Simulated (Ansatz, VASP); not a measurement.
# HfB2 in two plane-wave programs, part 2 of 2

Aim: how closely do two programs agree when they are given the same cell, functional and k mesh? The structure shown comes from an earlier Ansatz run, which isn't shown and may have moved the atoms alone.

VASP 6.6.1 and Ansatz 0.2.0.

So far: The structure; Ansatz: elastic constants, LDA.

**3. VASP: elastic constants, LDA**

Level of this step: LDA; plane waves and PAW (Hf_pv, B) (VASP).

The same cell, functional (in two slightly different forms), mesh and smearing now go to VASP, with its own data sets.

Lines of VASP's logs that name or quote its potential files are left out, and so is its time.

Input file INCAR:

```
SYSTEM = HfB2
PREC = Accurate
ENCUT = 500
EDIFF = 1E-08
NELM = 120
ISMEAR = 0
SIGMA = 0.1
LREAL = .FALSE.
ALGO = Normal
GGA = CA
NBANDS = 14
LASPH = .TRUE.
LORBIT = 11
LWAVE = .FALSE.
LCHARG = .FALSE.
ISIF = 3
IBRION = 6
NFREE = 2
POTIM = 0.015
NSW = 1
GGA_COMPAT = .FALSE.
KPAR = 2
```

Input file POSCAR:

```
HfB2
1.0
    3.0965507089      0.0000000000      0.0000000000
   -1.5482753545      2.6816915780      0.0000000000
    0.0000000000      0.0000000000      3.4407415190
Hf B
1 2
Direct
    0.0000000000      0.0000000000      0.0000000000
    0.3333333333      0.6666666667      0.5000000000
    0.6666666667      0.3333333333      0.5000000000
```

Input file KPOINTS:

```
Automatic mesh
0
Gamma
15 15 10
0 0 0
```

Potentials, in the order of the species: Hf_pv and B (LDA family, release 64).

Command:

```console
mpirun -np 2 vasp_std
```

Numbers of over 12 decimals in the logs are rounded to 6 here.

Output:

```text
[banner, memory and clock lines left out]
running    2 mpi-ranks, on    1 nodes
 distrk:  each k-point on    1 cores,    2 groups
 distr:  one band on    1 cores,    1 groups

 POSCAR found type information on POSCAR HfB
 POSCAR found :  2 types and       3 ions
 LDA part: xc-table for (Slater(with rela. corr.)+CA(PZ))
 , standard interpolation
 POSCAR, INCAR and KPOINTS ok, starting setup
 FFT: planning ... GRIDC
 FFT: planning ... GRID_SOFT
 FFT: planning ... GRID
 WAVECAR not read
 entering main loop
       N       E                     dE             d eps       ncg     rms          rms(c)
DAV:   1     0.243249434098E+02    0.24325E+02   -0.80119E+03  4536   0.106E+03
DAV:   2    -0.300395406183E+02   -0.54364E+02   -0.50715E+02  5952   0.221E+02
DAV:   3    -0.315036492545E+02   -0.14641E+01   -0.14563E+01  6060   0.275E+01
DAV:   4    -0.315102322966E+02   -0.65830E-02   -0.65816E-02  5202   0.218E+00
DAV:   5    -0.315102757157E+02   -0.43419E-04   -0.43417E-04  5982   0.151E-01    0.565E+01
DAV:   6    -0.290824901327E+02    0.24278E+01   -0.37319E+00  5466   0.135E+01    0.415E+01
DAV:   7    -0.290306812161E+02    0.51809E-01   -0.11817E+00  5784   0.769E+00    0.123E+01
DAV:   8    -0.289616262489E+02    0.69055E-01   -0.33009E-01  5430   0.427E+00    0.181E+00
DAV:   9    -0.289558445102E+02    0.57817E-02   -0.29533E-02  5340   0.136E+00    0.523E-01
DAV:  10    -0.289554764831E+02    0.36803E-03   -0.13028E-03  5520   0.307E-01    0.279E-01
DAV:  11    -0.289554843039E+02   -0.78207E-05   -0.80966E-05  5490   0.698E-02    0.936E-02
DAV:  12    -0.289554822098E+02    0.20940E-05   -0.37982E-06  5472   0.147E-02    0.156E-02
DAV:  13    -0.289554821912E+02    0.18639E-07   -0.39003E-07  5646   0.496E-03    0.362E-03
DAV:  14    -0.289554821765E+02    0.14693E-07   -0.39941E-08  5328   0.164E-03    0.230E-03
DAV:  15    -0.289554821772E+02   -0.64983E-09   -0.38310E-09  2556   0.516E-04
   1 F= -.28955482E+02 E0= -.28955164E+02  d E =-.635719E-03
[... from here on, the cycles between the ionic steps are left out ...]
   2 F= -.28946229E+02 E0= -.28945911E+02  d E =-.636682E-03
   3 F= -.28938232E+02 E0= -.28937922E+02  d E =-.619627E-03
  12 F= -.28949547E+02 E0= -.28949204E+02  d E =-.686031E-03
  13 F= -.28949547E+02 E0= -.28949204E+02  d E =-.686030E-03
  14 F= -.28953809E+02 E0= -.28953491E+02  d E =-.636807E-03
  15 F= -.28953809E+02 E0= -.28953491E+02  d E =-.636816E-03
  16 F= -.28953632E+02 E0= -.28953314E+02  d E =-.634937E-03
  17 F= -.28953632E+02 E0= -.28953314E+02  d E =-.634937E-03
  18 F= -.28953452E+02 E0= -.28953142E+02  d E =-.619886E-03
  19 F= -.28953452E+02 E0= -.28953142E+02  d E =-.619881E-03
  20 F= -.28954244E+02 E0= -.28953921E+02  d E =-.646434E-03
 Finite differences progress:
  Degree of freedom:  10/ 10
  Displacement:        1/  2
  Total:              19/ 20
 bond charge predicted
       N       E                     dE             d eps       ncg     rms          rms(c)
DAV:   1    -0.289560298695E+02   -0.17861E-02   -0.63988E-01  6736   0.485E+00    0.720E-01
DAV:   2    -0.289546161480E+02    0.14137E-02   -0.61004E-03  8776   0.577E-01    0.319E-01
DAV:   3    -0.289542462929E+02    0.36986E-03   -0.78050E-04  8746   0.204E-01    0.783E-02
DAV:   4    -0.289542438701E+02    0.24229E-05   -0.10890E-04  8428   0.735E-02    0.275E-02
DAV:   5    -0.289542440737E+02   -0.20358E-06   -0.14227E-06  8524   0.996E-03    0.691E-03
DAV:   6    -0.289542438165E+02    0.25714E-06   -0.47393E-07  8752   0.500E-03    0.106E-03
DAV:   7    -0.289542438189E+02   -0.23556E-08   -0.39027E-08  7246   0.121E-03
  21 F= -.28954244E+02 E0= -.28953921E+02  d E =-.646434E-03
 Finite differences progress:
  Degree of freedom:  10/ 10
  Displacement:        2/  2
  Total:              20/ 20
```

OUTCAR, selected parts (step 3):

```text
ion  position               nearest neighbor table
   1  0.000  0.000  0.000-   2 2.48   3 2.48   2 2.48   3 2.48   3 2.48   3 2.48   2 2.48   2 2.48
                             3 2.48   3 2.48   2 2.48   2 2.48
   2  0.333  0.667  0.500-   3 1.79   3 1.79   3 1.79   1 2.48   1 2.48   1 2.48   1 2.48   1 2.48
                             1 2.48
   3  0.667  0.333  0.500-   2 1.79   2 1.79   2 1.79   1 2.48   1 2.48   1 2.48   1 2.48   1 2.48
                             1 2.48

  LATTYP: Found a hexagonal cell.
 ALAT       =     3.0965507089
 C/A-ratio  =     1.1111529707

 Subroutine GETGRP returns: Found 24 space group operations
 (whereof 24 operations were pure point group operations)

The static configuration has the point symmetry D_6h.

 Found    162 irreducible k-points:

   k-points           NKPTS =    162   k-points in BZ     NKDIM =    162   number of bands    NBANDS=     14

   dimension x,y,z NGX =    24 NGY =   24 NGZ =   28
   dimension x,y,z NGXF=    48 NGYF=   48 NGZF=   56

   ENCUT  =  500.0 eV  36.75 Ry    6.06 a.u.   5.65  5.65  6.27*2*pi/ulx,y,z

   NELECT =      16.0000    total number of electrons

 k-points in reciprocal lattice and weights: Automatic mesh
   0.00000000  0.00000000  0.00000000       0.000
   0.06666667 -0.00000000  0.00000000       0.003
   0.13333333 -0.00000000  0.00000000       0.003
   0.20000000 -0.00000000  0.00000000       0.003
   0.26666667 -0.00000000  0.00000000       0.003
   0.33333333 -0.00000000  0.00000000       0.003
   0.40000000 -0.00000000  0.00000000       0.003
   0.46666667 -0.00000000  0.00000000       0.003
   0.06666667  0.06666667  0.00000000       0.003
[...]
13      13.2015      0.00000
    ...

 k-point     2 :       0.0667   -0.0000    0.0000
  band No.  band energies     occupation
    ...
      4      -5.7077      2.00000
      5       4.7591      2.00000
      6       4.9525      2.00000
      7       5.0297      2.00000
      8       5.1923      2.00000
      9      11.9208      0.00000
     10      12.0368      0.00000
     11      12.2204      0.00000
     12      12.2564      0.00000
     13      13.6390      0.00000
    ...

 k-point     3 :       0.1333   -0.0000    0.0000
  band No.  band energies     occupation
    ...
      4      -5.4143      2.00000
      5       4.0698      2.00000
      6       4.9215      2.00000
      7       5.0171      2.00000
      8       5.2379      2.00000
      9      10.9349      0.00000
     10      11.8068      0.00000
     11      11.8704      0.00000
     12      12.4950      0.00000
     13      14.1054      0.00000
    ...

 k-point     4 :       0.2000   -0.0000    0.0000
  band No.  band energies     occupation
    ...
      4      -4.9502      2.00000
      5       3.1621      2.00000
      6       4.5974      2.00000
      7       4.9640      2.00000
      8       5.5358      2.00000
      9      10.2687      0.00000
     10      11.5776      0.00000
     11      11.8143      0.00000
     12      12.3210      0.00000
     13      14.3366      0.00000
    ...

  Total        0.2422685      0.2422685     -0.2256165     -0.0000000      0.0000000      0.0000000
  in kB       13.5852780     13.5852780    -12.6515122     -0.0000000      0.0000000      0.0000000
  external PRESSURE =       4.8396813 kB  Pullay stress =       0.0000000 kB

  energy-cutoff  :      500.00
  volume of cell :       28.57
      direct lattice vectors                 reciprocal lattice vectors
     3.096550709  0.000000000  0.000000000     0.322939972  0.186449480  0.000000000
    -1.548275355  2.681691578  0.000000000     0.000000000  0.372898960  0.000000000
     0.000000000  0.000000000  3.440741519     0.000000000  0.000000000  0.290635026

 POSITION                                       TOTAL-FORCE (eV/Angst)
 -----------------------------------------------------------------------------------
      0.00000      0.00000      0.00000         0.000000      0.000000     -0.123259
     -0.00000      1.78779      1.70537        -0.000000      0.000000      0.165088
      1.54828      0.89390      1.72037         0.000000      0.000000     -0.041829
 -----------------------------------------------------------------------------------
    total drift:                               -0.000000      0.000000     -0.000025

  FREE ENERGIE OF THE ION-ELECTRON SYSTEM (eV)
  ---------------------------------------------------
  free  energy   TOTEN  =       -28.9542438189 eV

  energy  without entropy=      -28.9535973847  energy(sigma->0) =      -28.95392060

  SYMMETRIZED ELASTIC MODULI (kBar)
 Direction    XX          YY          ZZ          XY          YZ          ZX
 --------------------------------------------------------------------------------
 XX        6591.3815    682.7430   1392.2571     -0.0000      0.0000     -0.0000
 YY         682.7430   6591.3815   1392.2571     -0.0000      0.0000     -0.0000
 ZZ        1392.2571   1392.2571   5015.5883     -0.0000      0.0000      0.0000
 XY          -0.0000     -0.0000     -0.0000   2954.3193      0.0000      0.0000
 YZ           0.0000     -0.0000      0.0000      0.0000   2943.6176     -0.0000
 ZX          -0.0000      0.0000      0.0000      0.0000     -0.0000   2943.6176
 --------------------------------------------------------------------------------

 Eigenvectors and eigenvalues of the dynamical matrix
 ----------------------------------------------------

   1 f  =   25.458032 THz   159.957533 2PiTHz  849.188545 cm-1   105.285914 meV
             X         Y         Z           dx          dy          dz
      0.000000  0.000000  0.000000    -0.000000   -0.000000   -0.000000
     -0.000000  1.787794  1.720371     0.563839   -0.426715    0.000000
      1.548275  0.893897  1.720371    -0.563839    0.426715   -0.000000

   2 f  =   25.458032 THz   159.957533 2PiTHz  849.188545 cm-1   105.285914 meV
             X         Y         Z           dx          dy          dz
      0.000000  0.000000  0.000000     0.000000    0.000000    0.000000
     -0.000000  1.787794  1.720371    -0.426715   -0.563839    0.000000
      1.548275  0.893897  1.720371     0.426715    0.563839   -0.000000

   3 f  =   17.658939 THz   110.954384 2PiTHz  589.038790 cm-1    73.031469 meV
             X         Y         Z           dx          dy          dz
      0.000000  0.000000  0.000000    -0.000000    0.000000   -0.000000
     -0.000000  1.787794  1.720371     0.000000   -0.000000   -0.707107
      1.548275  0.893897  1.720371     0.000000   -0.000000    0.707107

   4 f  =   14.432867 THz    90.684376 2PiTHz  481.428613 cm-1    59.689514 meV
             X         Y         Z           dx          dy          dz
      0.000000  0.000000  0.000000    -0.000000    0.000000    0.328812
     -0.000000  1.787794  1.720371     0.000000   -0.000000   -0.667788
      1.548275  0.893897  1.720371     0.000000   -0.000000   -0.667788

   5 f  =   13.728164 THz    86.256596 2PiTHz  457.922247 cm-1    56.775097 meV
             X         Y         Z           dx          dy          dz
      0.000000  0.000000  0.000000     0.262087   -0.198352    0.000000
     -0.000000  1.787794  1.720371    -0.532508    0.403012   -0.000000
      1.548275  0.893897  1.720371    -0.532508    0.403012   -0.000000

   6 f  =   13.728164 THz    86.256596 2PiTHz  457.922247 cm-1    56.775097 meV
             X         Y         Z           dx          dy          dz
      0.000000  0.000000  0.000000     0.198352    0.262087   -0.000000
     -0.000000  1.787794  1.720371    -0.403012   -0.532508    0.000000
      1.548275  0.893897  1.720371    -0.403012   -0.532508    0.000000

   7 f/i=    0.000361 THz     0.002270 2PiTHz    0.012051 cm-1     0.001494 meV
             X         Y         Z           dx          dy          dz
      0.000000  0.000000  0.000000    -0.732988    0.595563    0.000000
     -0.000000  1.787794  1.720371    -0.180379    0.146561    0.000000
      1.548275  0.893897  1.720371    -0.180379    0.146561    0.000000

   8 f/i=    0.000361 THz     0.002270 2PiTHz    0.012051 cm-1     0.001494 meV
             X         Y         Z           dx          dy          dz
      0.000000  0.000000  0.000000    -0.595563   -0.732988   -0.000000
     -0.000000  1.787794  1.720371    -0.146561   -0.180379   -0.000000
      1.548275  0.893897  1.720371    -0.146561   -0.180379   -0.000000

   9 f/i=    0.001584 THz     0.009951 2PiTHz    0.052829 cm-1     0.006550 meV
             X         Y         Z           dx          dy          dz
      0.000000  0.000000  0.000000    -0.000000   -0.000000    0.944395
     -0.000000  1.787794  1.720371    -0.000000   -0.000000    0.232506
      1.548275  0.893897  1.720371    -0.000000   -0.000000    0.232506

 ELASTIC MODULI CONTR FROM IONIC RELAXATION (kBar)
 Direction    XX          YY          ZZ          XY          YZ          ZX
 --------------------------------------------------------------------------------
 XX          -2.0383      2.0383      0.0000      0.0000      0.0000      0.0000
 YY           2.0383     -2.0383     -0.0000      0.0000     -0.0000     -0.0000
 ZZ           0.0000     -0.0000     -0.0000     -0.0000     -0.0000     -0.0000
 XY           0.0000      0.0000     -0.0000     -2.0383     -0.0000     -0.0000
 YZ           0.0000     -0.0000     -0.0000     -0.0000     -0.0000     -0.0000
 ZX           0.0000     -0.0000     -0.0000     -0.0000     -0.0000     -0.0000
 --------------------------------------------------------------------------------

 TOTAL ELASTIC MODULI (kBar)
 Direction    XX          YY          ZZ          XY          YZ          ZX
 --------------------------------------------------------------------------------
 XX        6589.3433    684.7813   1392.2571     -0.0000      0.0000     -0.0000
 YY         684.7813   6589.3433   1392.2571     -0.0000      0.0000     -0.0000
 ZZ        1392.2571   1392.2571   5015.5883     -0.0000      0.0000     -0.0000
 XY          -0.0000     -0.0000     -0.0000   2952.2810     -0.0000      0.0000
 YZ           0.0000     -0.0000      0.0000     -0.0000   2943.6176     -0.0000
 ZX          -0.0000     -0.0000     -0.0000      0.0000     -0.0000   2943.6176
 --------------------------------------------------------------------------------

 total charge
# of ion       s       p       d       tot
------------------------------------------
    1        0.311   6.633   1.934   8.879
    2        0.669   1.322   0.000   1.991
    3        0.669   1.322   0.000   1.991
--------------------------------------------------
tot          1.650   9.277   1.934  12.861

[... 2 further parts left out ...]
```

Levels, forces or a CONTCAR printed for this step are those of its last displaced cell, not of the structure at rest.

**4. Differences**

Known differences besides the potentials themselves: the two LDA forms differ slightly; the data sets hold 32 valence electrons in Ansatz (on its default PAW (the set named soft_2) files) and 16 in VASP; the cutoff is 420 eV in Ansatz and 500 eV in VASP; VASP's log shows a relativistic correction to its local exchange, Ansatz's none; VASP takes each elastic constant from one size of strain, Ansatz from those that its log lists. Total energies have different zeros and are not compared.

The two programs side by side:

```csv
quantity,Ansatz,VASP,difference
C11 (GPa),654.5,658.9,-0.67 %
C22 (GPa),654.5,658.9,-0.67 %
C33 (GPa),486.9,501.6,-2.92 %
C12 (GPa),68.8,68.5,+0.51 %
C13 (GPa),134.3,139.2,-3.51 %
C23 (GPa),134.3,139.2,-3.51 %
C44 (GPa),289.6,294.4,-1.61 %
C55 (GPa),289.6,294.4,-1.61 %
C66 (GPa),292.9,295.2,-0.80 %
```

**5. Results**

* difference in C13 (elastic constants, LDA): -3.5 %

What this shows: The difference in C13 is -3.5 % (elastic constants, LDA), within the 5 % picked in this series as the mark of a large difference. The data sets hold unlike numbers of valence electrons (32 in Ansatz and 16 in VASP), so part of the differences comes from the potentials. How closely two codes agree says nothing of how well the functional describes the real material.

[Lines on the potential files, build, host, timing and source positions are cut from VASP's logs without a mark.]

[Logs are printed without paths, hosts, clocks, repeated set-up lines and the standing remarks that a program may print on its own settings, such as how far it seeks lower states.]

[Hosts, paths, dates, database ids (printed as entryN), source tags and the programs' standing remarks are cut or masked in the printed files.]
